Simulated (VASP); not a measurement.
A run of VASP 6.6.1:

The input INCAR:

```
PREC = Accurate
ENCUT = 520
EDIFF = 1E-6
ISMEAR = -1
SIGMA = 0.15
LREAL = Auto
LASPH = True
NELM = 100
ALGO = Normal
ISIF = 2
LWAVE = False
LCHARG = False
GGA = PE
NBANDS = 32
```

Contents of KPOINTS:

```
Automatic mesh
0
Gamma
  4 4 1
```

The input POSCAR:

```
Be16B
1.0
    4.5800000000      0.0000000000      0.0000000000
    2.2900000000      3.9663960000      0.0000000000
    0.0000000000      0.0000000000     17.3826450000
Be B
16 1
Direct
   -0.1666666667      0.3333333333      0.0575285867
    0.3333333333      0.3333333333      0.0575285867
   -0.1666666667      0.8333333333      0.0575285867
    0.3333333333      0.8333333333      0.0575285867
    0.0022378898     -0.0002478320      0.1607386563
    0.5003547655     -0.0000108411      0.1610372875
   -0.0008897608      0.5027170762      0.1603316987
    0.4994970660      0.5032543397      0.1612649283
   -0.1658114547      0.3264416866      0.2627646138
    0.3290223496      0.3418430737      0.2641959265
   -0.1696475946      0.8439074162      0.2628067248
    0.3371454212      0.8378855767      0.2662303694
    0.0354637139     -0.0473230610      0.3799830808
    0.4917110165      0.0272163949      0.3734954606
   -0.0335918599      0.5049631958      0.3579620363
    0.5257760447      0.4903902686      0.3679129385
    0.2495668518      0.4423579996      0.4305161844
```

Potentials or basis: VASP PAW PBE potentials, release 64 (Be, B).

Run with:

```console
$ cat potpaw_PBE.64/Be/POTCAR potpaw_PBE.64/B/POTCAR > POTCAR
$ mpirun -np 1 vasp_std > vasp.out
```

Hardware: 1 thread of Intel(R) Xeon(R) Platinum 8375C CPU @ 2.90GHz (Ice Lake) (shared host).

Question: Estimate the wall time of this run.

Answer: Wall time 6.2 min on 1 thread of Intel(R) Xeon(R) Platinum 8375C CPU @ 2.90GHz (Ice Lake) (shared host), peak memory 0.42 GiB. Counts: scf iterations 20, k points 10.
